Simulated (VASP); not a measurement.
# MnRuN2 (P-6m2) in VASP: a series of runs

Runs on MnRuN2. Level: PBE. Tasks: relaxation of cell and atoms.

Everything below comes from runs of VASP 6.6.1. Logs are shortened: lines on timing, memory, paths and dates and some standing lists are left out, and cuts for length are marked.

### 1 The structure

Symmetry: P-6m2, No. 187, hexagonal system. Conventional cell: a = 3.104 Å, b = 3.104 Å, c = 6.489 Å, α = 90.00°, β = 90.00°, γ = 120.00°. Around Mn (site symmetry -6m2) lie 6 N at 2.03 Å. Ru (site symmetry -6m2) is surrounded by 2 N at 2.28 Å. Around N (site symmetry 3m) lie 1 N at 1.93 Å and 3 Mn at 2.03 Å.

The cell was built by a generator and needn't be a form met in nature.

### 2 Relaxation of cell and atoms, PBE, collinear spin, ferromagnetic start

File INCAR:

```
SYSTEM = MnRuN2
  ALGO = Fast
  EDIFF = 1E-4
  EDIFFG = -0.08
  ENCUT = 520
  GGA = PE
  IBRION = 2
  ISIF = 3
  ISMEAR = 0
  ISPIN = 2
  LASPH = .TRUE.
  LCHARG = .FALSE.
  LMAXMIX = 4
  LORBIT = 11
  LREAL = .FALSE.
  LWAVE = .FALSE.
  MAGMOM = 4 1 0 0
  NELM = 60
  NSW = 24
  PREC = Normal
  SIGMA = 0.15
```

File KPOINTS:

```
k-points
0
G
  6 6 3
  0 0 0
```

File POSCAR:

```
MnRuN2
1.0
    3.1038441100      0.0000000000      0.0000000000
   -1.5519220500      2.6880078500      0.0000000000
    0.0000000000      0.0000000000      6.4887111800
Mn Ru N
1 1 2
Direct
    0.0000000000      0.0000000000      0.0000000000
    0.3333333300      0.6666666700      0.5000000000
    0.3333333300      0.6666666700      0.8514572900
    0.3333333300      0.6666666700      0.1485427100
```

Potentials or basis: VASP PAW PBE potentials, release 64 (Mn_pv, Ru_pv, N).

On the command line:

```sh
> cat potpaw_PBE.64/Mn_pv/POTCAR potpaw_PBE.64/Ru_pv/POTCAR potpaw_PBE.64/N/POTCAR > POTCAR
> mpirun -np 1 vasp_std > vasp.out
```

OUTCAR:

```text
SYSTEM = MnRuN2
   EDIFF = 1E-4
   EDIFFG = -0.08
   ENCUT = 520
   GGA = PE
   IBRION = 2
   ISIF = 3
   ISMEAR = 0
   ISPIN = 2
   LASPH = .TRUE.
   LORBIT = 11
   LREAL = .FALSE.
   NELM = 60
   NSW = 24
   PREC = Normal

 ion  position               nearest neighbor table
   1  0.000  0.000  0.000-   3 2.03   4 2.03   3 2.03   4 2.03   3 2.03   4 2.03
   2  0.333  0.667  0.500-   3 2.28   4 2.28
   3  0.333  0.667  0.851-   1 2.03   1 2.03   1 2.03   2 2.28
   4  0.333  0.667  0.149-   1 2.03   1 2.03   1 2.03   2 2.28

  LATTYP: Found a hexagonal cell.
 ALAT       =     3.1038441100
 C/A-ratio  =     2.0905402946

  Lattice vectors:

 A1 = (   3.1038441100,   0.0000000000,   0.0000000000)
 A2 = (  -1.5519220500,   2.6880078500,   0.0000000000)
 A3 = (   0.0000000000,   0.0000000000,   6.4887111800)

Analysis of symmetry for initial positions (statically):
=====================================================================
 Subroutine PRICEL returns:
 Original cell was already a primitive cell.

 Routine SETGRP: Setting up the symmetry group for a
 hexagonal supercell.

 Subroutine GETGRP returns: Found 12 space group operations
 (whereof 12 operations were pure point group operations)
 out of a pool of 24 trial point group operations.

The static configuration has the point symmetry D_3h.

Analysis of symmetry for dynamics (positions and initial velocities):
=====================================================================
 Subroutine PRICEL returns:
 Original cell was already a primitive cell.

 Routine SETGRP: Setting up the symmetry group for a
 hexagonal supercell.

 Subroutine GETGRP returns: Found 12 space group operations
 (whereof 12 operations were pure point group operations)
 out of a pool of 24 trial point group operations.

The dynamic configuration has the point symmetry D_3h.

Analysis of structural, dynamic, and magnetic symmetry:
=====================================================================
 Subroutine PRICEL returns:
 Original cell was already a primitive cell.

 Routine SETGRP: Setting up the symmetry group for a
 hexagonal supercell.

 Subroutine GETGRP returns: Found 12 space group operations
 (whereof 12 operations were pure point group operations)
 out of a pool of 24 trial point group operations.

The overall configuration has the point symmetry D_3h.

[... 126 lines left out ...]
  energy-cutoff  :      520.00
  volume of cell :       54.14
 maximum number of plane-waves:      1472
   NGX = 11   NGY = 11   NGZ = 25

--------------------------------------- Ionic step        1  -------------------------------------------

 number of electron      36.9999896 magnetization       3.7023047

 Free energy of the ion-electron system (eV)
  ---------------------------------------------------
  ext. energy  EPLUGINS =         0.00000000
  ---------------------------------------------------
  free energy    TOTEN  =       -31.10202946 eV

  energy without entropy =      -31.05020948  energy(sigma->0) =      -31.07611947

------------------------ aborting loop because EDIFF is reached ----------------------------------------

  FORCE on cell =-STRESS in cart. coord.  units (eV):
  Direction    XX          YY          ZZ          XY          YZ          ZX
  --------------------------------------------------------------------------------------
  -------------------------------------------------------------------------------------
  Total       -9.1418101     -9.1418101     -9.4611253     -0.0000000      0.0000000      0.0000000
  in kB     -270.5539640   -270.5539643   -280.0041698     -0.0000005      0.0000000      0.0000000
  external PRESSURE =    -273.7040327 kB  Pullay stress =       0.0000000 kB
[... 95 lines left out ...]
  FREE ENERGIE OF THE ION-ELECTRON SYSTEM (eV)
  ---------------------------------------------------
  free  energy   TOTEN  =       -32.9885836526 eV

  energy  without entropy=      -32.9515601588  energy(sigma->0) =      -32.97007191

 E-fermi :  10.7951     XC(G=0): -13.7951

 val. band max:       10.7915741158   @ k =   0.5000   0.0000   0.3333
 cond. band min:      10.8097295082   @ k =   0.0000   0.0000   0.3333
 fundamental gap:      0.0181553924
 Fermi energy:        10.7951034636

 spin component 1

 k-point     1 :       0.0000    0.0000    0.0000
  band No.  band energies     occupation
      1     -37.8734      1.00000
      2     -37.8634      1.00000
      3     -37.8634      1.00000
      4     -32.7300      1.00000
      5     -31.6133      1.00000
      6     -31.6133      1.00000
[... 776 lines left out ...]
     24      16.5882      0.00000
     25      21.8469      0.00000

[... ionic steps 4 to 7 ...]

--------------------------------------- Ionic step        8  -------------------------------------------

 number of electron      36.9999992 magnetization       0.0028643

------------------------ aborting loop because EDIFF is reached ----------------------------------------
[... 71 lines left out ...]
--------------------------------------- Ionic step       10  -------------------------------------------

 number of electron      36.9999993 magnetization       0.0749551

 Free energy of the ion-electron system (eV)
  ---------------------------------------------------
  ext. energy  EPLUGINS =         0.00000000
  ---------------------------------------------------
  free energy    TOTEN  =       -34.27895342 eV

  energy without entropy =      -34.23236203  energy(sigma->0) =      -34.25565772

 E-fermi :   9.3869     XC(G=0): -13.3890

 val. band max:        9.3653960774   @ k =   0.3333   0.1667   0.3333
 cond. band min:       9.3957613869   @ k =   0.3333  -0.0000   0.0000
 fundamental gap:      0.0303653095
 Fermi energy:         9.3869259136

 spin component 1

 k-point     1 :       0.0000    0.0000    0.0000
  band No.  band energies     occupation
      1     -39.3142      1.00000
      2     -39.2859      1.00000
      3     -39.2859      1.00000
      4     -33.5038      1.00000
      5     -32.7819      1.00000
      6     -32.7819      1.00000
[... 807 lines left out ...]
  FREE ENERGIE OF THE ION-ELECTRON SYSTEM (eV)
  ---------------------------------------------------
  free  energy   TOTEN  =       -34.2789534185 eV

  energy  without entropy=      -34.2323620262  energy(sigma->0) =      -34.25565772

 reached required accuracy - stopping structural energy minimisation

 total charge

# of ion       s       p       d       tot
------------------------------------------
    1        0.379   6.529   5.246  12.155
    2        0.395   6.293   5.977  12.665
    3        1.277   2.372   0.000   3.648
    4        1.277   2.372   0.000   3.648
--------------------------------------------------
tot          3.328  17.566  11.222  32.116

 magnetization (x)

# of ion       s       p       d       tot
------------------------------------------
    1        0.000   0.001   0.026   0.027
    2        0.000   0.001   0.064   0.065
    3       -0.000  -0.001   0.000  -0.001
    4       -0.000  -0.001   0.000  -0.001
--------------------------------------------------
tot         -0.000  -0.001   0.090   0.089
```

CONTCAR:

```text
MnRuN2
   1.00000000000000
     2.6357091220746893   -0.0000000008076866    0.0000000000000000
    -1.3178545574909428    2.2825910578774518   -0.0000000000000000
     0.0000000000000000   -0.0000000000000000    6.3719561072508020
  Mn              Ru              N
     1     1     2
Direct
     0.0000000000000000    0.0000000000000000    1.0000000000000000
     0.3333333300000021    0.6666666699999979    0.5000000000000000
     0.3333333300000021    0.6666666699999979    0.8138802323849640
     0.3333333300000021    0.6666666699999979    0.1861197676150359

  0.00000000E+00  0.00000000E+00  0.00000000E+00
  0.00000000E+00  0.00000000E+00  0.00000000E+00
  0.00000000E+00  0.00000000E+00  0.00000000E+00
  0.00000000E+00  0.00000000E+00  0.00000000E+00
```

It took 2.9 min on 1 thread of Intel Xeon Platinum 8488C (Sapphire Rapids), shared host; peak memory 0.17 GiB.

What came out:

- Free energy: -34.2790 eV
- Relaxed volume: 9.58 Å³/atom
- Relaxed cell: a = 2.636 Å, b = 2.636 Å, c = 6.372 Å, α = 90.00°, β = 90.00°, γ = 120.00°
- Space group after relaxing (to 0.05 Å): P-6m2 (No. 187)
- Energy gained by relaxing: 794.2 meV/atom
- Ionic steps: 10
- Pressure after relaxing: 0.3 GPa
- Largest force after relaxing: 0.028 eV/Å
- Band gap on the k mesh: none (metal or under the smearing width)
- Net moment: 0.07 μB per cell
- Site moments: Mn +0.03; Ru +0.07; N -0.00 μB
- Valence electrons inside the program's atomic spheres: Mn 12.15; Ru 12.66; N 3.65

Forces on the atoms (eV/Å):
```
Mn   0.000  0.000  0.000
Ru   0.000  0.000  0.000
N    0.000  0.000 -0.028
N    0.000  0.000  0.028
```

Step by step:
| step | energy change (eV) | largest force (eV/Å) | pressure (GPa) | volume (Å³) |
| --- | --- | --- | --- | --- |
| 1 | 0.0000 | 1.9119 | -27.37 | 54.14 |
| 2 | -1.7490 | 4.7333 | 27.43 | 37.97 |
| 3 | -1.8866 | 4.5264 | 9.57 | 40.31 |
| 4 | -2.1702 | 3.9152 | 45.98 | 35.67 |
| 5 | -2.5758 | 0.4615 | 21.43 | 37.44 |
| 6 | -2.7728 | 2.1360 | -14.71 | 40.47 |
| 7 | -3.0716 | 1.1395 | -3.42 | 39.18 |
| 8 | -3.0719 | 1.1011 | -2.37 | 39.15 |
| 9 | -3.1617 | 0.3678 | -1.78 | 38.63 |
| 10 | -3.1769 | 0.0282 | 0.30 | 38.34 |

Final structure:
```
Mn Ru N
1.0
     2.63571    0.00000    0.00000
    -1.31785    2.28259    0.00000
     0.00000    0.00000    6.37196
Mn Ru N
1 1 2
Cartesian
  0.0000 0.0000 6.3720
  0.0000 1.5217 3.1860
  0.0000 1.5217 5.1860
  0.0000 1.5217 1.1859
```

Caveat: the k mesh is coarse (spacing up to 0.39 Å⁻¹), so the values aren't converged; the volume moved by over 15 % at a fixed basis, so the end points are rough; the moment fell far below its start of 4 μB, so a state of higher moment may lie lower in energy; the relaxation stopped at a loose force limit of 0.08 eV/Å, so its end isn't a converged minimum.

### 3 Relaxation of cell and atoms, PBE, collinear spin, ferromagnetic start

This run uses another cell than the first one, of 11.18 Å³/atom, 0.826 times its volume.

INCAR is that of step 2.

File KPOINTS:

```
k-points
0
G
  5 5 4
  0 0 0
```

File POSCAR:

```
MnRuN2
1.0
    3.1600000000      0.0000000000      0.0000000000
    0.0000000000      3.1600000000      0.0000000000
    0.0000000000      0.0000000000      4.4800000000
Mn Ru N
1 1 2
Direct
    0.0000000000      0.0000000000      0.0000000000
    0.5000000000      0.5000000000      0.5000000000
    0.5000000000      0.5000000000      0.0000000000
    0.0000000000      0.0000000000      0.5000000000
```

Potentials or basis: VASP PAW PBE potentials, release 64 (Mn_pv, Ru_pv, N).

On the command line:

```sh
> cat potpaw_PBE.64/Mn_pv/POTCAR potpaw_PBE.64/Ru_pv/POTCAR potpaw_PBE.64/N/POTCAR > POTCAR
> mpirun -np 1 vasp_std > vasp.out
```

OUTCAR:

```text
SYSTEM = MnRuN2
   EDIFF = 1E-4
   EDIFFG = -0.08
   ENCUT = 520
   GGA = PE
   IBRION = 2
   ISIF = 3
   ISMEAR = 0
   ISPIN = 2
   LASPH = .TRUE.
   LORBIT = 11
   LREAL = .FALSE.
   NELM = 60
   NSW = 24
   PREC = Normal

 ion  position               nearest neighbor table
   1  0.000  0.000  0.000-   3 2.23   3 2.23   3 2.23   3 2.23   4 2.24   4 2.24   2 3.16   2 3.16
                             2 3.16   2 3.16   2 3.16   2 3.16   2 3.16   2 3.16
   2  0.500  0.500  0.500-   4 2.23   4 2.23   4 2.23   4 2.23   3 2.24   3 2.24   1 3.16   1 3.16
                             1 3.16   1 3.16   1 3.16   1 3.16   1 3.16   1 3.16
   3  0.500  0.500  0.000-   1 2.23   1 2.23   1 2.23   1 2.23   2 2.24   2 2.24
   4  0.000  0.000  0.500-   2 2.23   2 2.23   2 2.23   2 2.23   1 2.24   1 2.24

  LATTYP: Found a simple tetragonal cell.
 ALAT       =     3.1600000000
 C/A-ratio  =     1.4177215190

[... 1379 lines left out ...]
  free energy    TOTEN  =       -32.81361551 eV

  energy without entropy =      -32.76250892  energy(sigma->0) =      -32.78806222

 E-fermi :  11.4146     XC(G=0): -13.7636

 val. band max:       11.4123711246   @ k =   0.4000   0.0000   0.2500
 cond. band min:      11.4244213321   @ k =   0.0000   0.0000   0.5000
 fundamental gap:      0.0120502075
 Fermi energy:        11.4145648609

 spin component 1

 k-point     1 :       0.0000    0.0000    0.0000
  band No.  band energies     occupation
      1     -37.0754      1.00000
      2     -37.0347      1.00000
      3     -37.0347      1.00000
      4     -32.2188      1.00000
      5     -32.1634      1.00000
      6     -32.1634      1.00000
[... 1031 lines left out ...]
  FREE ENERGIE OF THE ION-ELECTRON SYSTEM (eV)
  ---------------------------------------------------
  free  energy   TOTEN  =       -32.8136155067 eV

  energy  without entropy=      -32.7625089240  energy(sigma->0) =      -32.78806222

 reached required accuracy - stopping structural energy minimisation

 total charge

# of ion       s       p       d       tot
------------------------------------------
    1        0.256   6.295   5.184  11.735
    2        0.299   6.313   6.057  12.668
    3        1.236   2.419   0.000   3.655
    4        1.236   2.448   0.000   3.685
--------------------------------------------------
tot          3.027  17.475  11.240  31.742

 magnetization (x)

# of ion       s       p       d       tot
------------------------------------------
    1        0.000  -0.000  -0.027  -0.027
    2       -0.000  -0.000   0.004   0.004
    3       -0.000  -0.000   0.000  -0.000
    4        0.000  -0.001   0.000  -0.001
--------------------------------------------------
tot         -0.000  -0.001  -0.023  -0.024
```

OSZICAR:

```text
N       E                     dE             d eps       ncg     rms          rms(c)
DAV:   1     0.400332454406E+03    0.40033E+03   -0.21555E+04  1808   0.169E+03
DAV:   2    -0.144668729826E+02   -0.41480E+03   -0.40056E+03  2033   0.484E+02
DAV:   3    -0.392992959820E+02   -0.24832E+02   -0.24013E+02  1973   0.123E+02
[... 95 lines left out ...]
RMM:   2    -0.336727763886E+02   -0.76543E+00   -0.97434E-01  1887   0.760E+00    0.139E+01
RMM:   3    -0.328451749692E+02    0.82760E+00   -0.31815E-01  1836   0.448E+00    0.223E+00
RMM:   4    -0.328154441170E+02    0.29731E-01   -0.39572E-02  1848   0.135E+00    0.510E-01
RMM:   5    -0.328135988418E+02    0.18453E-02   -0.16614E-02  1818   0.957E-01    0.247E-01
RMM:   6    -0.328135549594E+02    0.43882E-04   -0.13848E-03  1630   0.327E-01    0.128E-01
RMM:   7    -0.328136155067E+02   -0.60547E-04   -0.23082E-04  1208   0.126E-01
   5 F= -.32813616E+02 E0= -.32788062E+02  d E =0.138703E+00  mag=    -0.0212
```

CONTCAR:

```text
MnRuN2
   1.00000000000000
     2.9420426546020044    0.0000000000000000    0.0000000000000000
     0.0000000000000000    2.9420426546020044    0.0000000000000000
     0.0000000000000000    0.0000000000000000    4.2032378702020194
  Mn              Ru              N
     1     1     2
Direct
     0.0000000000000000    0.0000000000000000    0.0000000000000000
     0.5000000000000000    0.5000000000000000    0.5000000000000000
     0.5000000000000000    0.5000000000000000    0.0000000000000000
     0.0000000000000000    0.0000000000000000    0.5000000000000000

  0.00000000E+00  0.00000000E+00  0.00000000E+00
  0.00000000E+00  0.00000000E+00  0.00000000E+00
  0.00000000E+00  0.00000000E+00  0.00000000E+00
  0.00000000E+00  0.00000000E+00  0.00000000E+00
```

Wall time 2.3 min (1 thread of Intel Xeon Platinum 8488C (Sapphire Rapids), shared host); peak memory 0.16 GiB.

Results:

| Item | Value |
| --- | --- |
| Free energy | -32.8136 eV |
| Relaxed volume | 9.10 Å³/atom |
| Relaxed cell | a = 2.942 Å, b = 2.942 Å, c = 4.203 Å, α = 90.00°, β = 90.00°, γ = 90.00° |
| Space group after relaxing (to 0.05 Å) | P4/mmm (No. 123) |
| Energy gained by relaxing | -34.7 meV/atom |
| Ionic steps | 5 |
| Pressure after relaxing | -0.3 GPa |
| Band gap on the k mesh | none (metal or under the smearing width) |
| Net moment | -0.01 μB per cell |
| Site moments | Mn -0.03; Ru +0.00; N -0.00 μB |
| Valence electrons inside the program's atomic spheres | Mn 11.73; Ru 12.67; N 3.65, 3.69 |

The path:
| step | energy change (eV) | largest force (eV/Å) | pressure (GPa) | volume (Å³) |
| --- | --- | --- | --- | --- |
| 1 | 0.0000 | 0.0000 | -28.96 | 44.74 |
| 2 | 0.5280 | 0.0000 | 39.15 | 32.88 |
| 3 | 0.4926 | 0.0000 | -26.33 | 40.34 |
| 4 | 0.1454 | 0.0000 | -3.84 | 36.85 |
| 5 | 0.1387 | 0.0000 | -0.29 | 36.38 |

Final structure:
```
Mn Ru N
1.0
     2.94204    0.00000    0.00000
     0.00000    2.94204    0.00000
     0.00000    0.00000    4.20324
Mn Ru N
1 1 2
Cartesian
  0.0000 0.0000 0.0000
  1.4710 1.4710 2.1016
  1.4710 1.4710 0.0000
  0.0000 0.0000 2.1016
```

Levels at points of the mesh, in eV from the Fermi level:
Spin up:
| k point | band 15 | band 16 | band 17 | band 18 | band 19 | band 20 | band 21 | band 22 |
| --- | --- | --- | --- | --- | --- | --- | --- | --- |
| (0.00, 0.00, 0.00) | -2.25 | -2.24 | -2.24 | -2.16 | -1.84 | -1.59 | -0.54 | 0.10 |
| (0.00, 0.00, 0.50) | -3.71 | -2.61 | -1.69 | -0.73 | 0.01 | 0.01 | 0.15 | 0.15 |
Spin down:
```
           k point  band 15  band 16  band 17  band 18  band 19  band 20  band 21  band 22
(0.00, 0.00, 0.00)    -2.25    -2.24    -2.24    -2.17    -1.84    -1.60    -0.55     0.09
(0.00, 0.00, 0.50)    -3.72    -2.62    -1.68    -0.74    -0.01    -0.01     0.15     0.15
```

Caveat: the k mesh is coarse (spacing up to 0.40 Å⁻¹), so the values aren't converged; the starting moments collapsed, and a magnetic state may lie lower; the volume moved by over 15 % at a fixed basis, so the end points are rough; the relaxation stopped at a loose force limit of 0.08 eV/Å, so its end isn't a converged minimum.
